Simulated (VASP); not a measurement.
# TiB2: relaxation of cell and atoms with PBE

TiB2:

```
CELL_PARAMETERS angstrom
3.02593 0.00000 0.00000
-1.51296 2.62053 0.00000
0.00000 0.00000 3.22877
ATOMIC_POSITIONS crystal
Ti 0.00000 0.00000 0.00000
B 0.33333 0.66667 0.50000
B 0.66667 0.33333 0.50000
```

The cell is a database's computed one.

```yaml
Program: VASP 6.6.1
Task: relaxation of cell and atoms
Functional: PBE
Potentials_or_basis: VASP PAW PBE potentials, release 64 (Ti_sv, B)
Cutoff: 600 eV
k_mesh: 15 × 15 × 14
Occupations: gaussian, width 0.1 eV
Spin: no spin polarisation
Further_INCAR_settings: ALGO = Normal; EDIFF = 1e-07; IBRION = 2; EDIFFG = -0.005; NSW = 90; ISIF = 3
```

```
Relaxed volume                         : 8.56 Å³/atom
Relaxed cell                           : a = 3.032 Å, b = 3.032 Å, c = 3.225 Å, α = 90.00°, β = 90.00°, γ = 120.00°
Space group after relaxing (to 0.05 Å) : P6/mmm (No. 191)
Energy gained by relaxing              : 0.2 meV/atom
Ionic steps                            : 6
Pressure after relaxing                : 0.0 GPa
Band gap on the k mesh                 : none (metal or under the smearing width)
```

Step by step:
| step | energy change (eV) | largest force (eV/Å) | pressure (GPa) | volume (Å³) |
| --- | --- | --- | --- | --- |
| 1 | 0.0000 | 0.0000 | 0.95 | 25.60 |
| 2 | -0.0002 | 0.0000 | -1.09 | 25.79 |
| 3 | -0.0005 | 0.0000 | -0.25 | 25.70 |
| 4 | -0.0005 | 0.0000 | -0.13 | 25.70 |
| 5 | -0.0005 | 0.0000 | -0.14 | 25.70 |
| 6 | -0.0005 | 0.0000 | 0.03 | 25.68 |

Final structure:
```
Ti B
1.0
     3.03247    0.00000    0.00000
    -1.51623    2.62619    0.00000
     0.00000    0.00000    3.22461
Ti B
1 2
Cartesian
  1.5162 2.6262 3.2246
  0.0000 1.7508 1.6123
  1.5162 0.8754 1.6123
```

Levels at points of the mesh, in eV from the Fermi level:
```
           k point  band 7  band 8  band 9  band 10  band 11  band 12
(0.00, 0.00, 0.00)   -2.64   -2.33   -2.13     1.86     1.86     3.63
(0.00, 0.00, 0.50)   -0.59   -0.59   -0.22    -0.22     0.41     0.41
```

Run time: 110 s on 1 thread of Intel(R) Xeon(R) Platinum 8488C (Sapphire Rapids), with other jobs on the host, peak memory 0.22 GiB.
